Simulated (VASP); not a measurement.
Level of theory: r2SCAN meta-GGA, VASP's PBE PAW potentials (set 64) (plane waves; VASP).

The input files of a VASP run:

**INCAR**
```
ISMEAR = 0   ! Gaussian
NELM = 100   ! most electronic steps
IBRION = 2
NSW = 60
LMIXTAU = .TRUE.
SYSTEM = C
EDIFF = 1E-6   ! SCF stop (eV)
EDIFFG = -0.02   ! ionic stop
LREAL = .FALSE.
PREC = Accurate
ALGO = Normal   ! blocked Davidson
METAGGA = R2SCAN
LASPH = .TRUE.   ! aspherical one-centre terms
SIGMA = 0.05   ! width (eV)
LWAVE = .FALSE.
ENCUT = 520
ISIF = 3   ! ions, shape and volume
LCHARG = .FALSE.
```

KPOINTS:
```
K-points
0
gamma
9 9 1
```

File POSCAR:
```
C
1
    2.4606334396     0.0000000000    -0.0000000000
   -1.2303167198     2.1309714928     0.0000000000
    0.0000000000     0.0000000000    24.1443164413
C
4
Direct
  0.0000000000   0.0000000000   0.5704834665
  0.0000000000   0.0000000000   0.4295165335
  0.3333330000   0.6666670000   0.4295083683
  0.6666670000   0.3333330000   0.5704916317
```

POTCAR, in this order: C (PBE.64 set). Program: vasp_std.

Q: What will the output report for the number of irreducible k-points (NKPTS), number of bands (NBANDS), largest plane-wave count, number of space-group operations, FFT grid (NGX, NGY, NGZ)?

A: 
```yaml
number of irreducible k-points (NKPTS): 12
number of bands (NBANDS): 12
largest_plane_wave_count: 3454
number_of_space_group_operations: 12
FFT grid (NGX, NGY, NGZ): 18 × 18 × 180
```

The cell is a sheet with vacuum, built from a database entry that may be metastable or hypothetical.
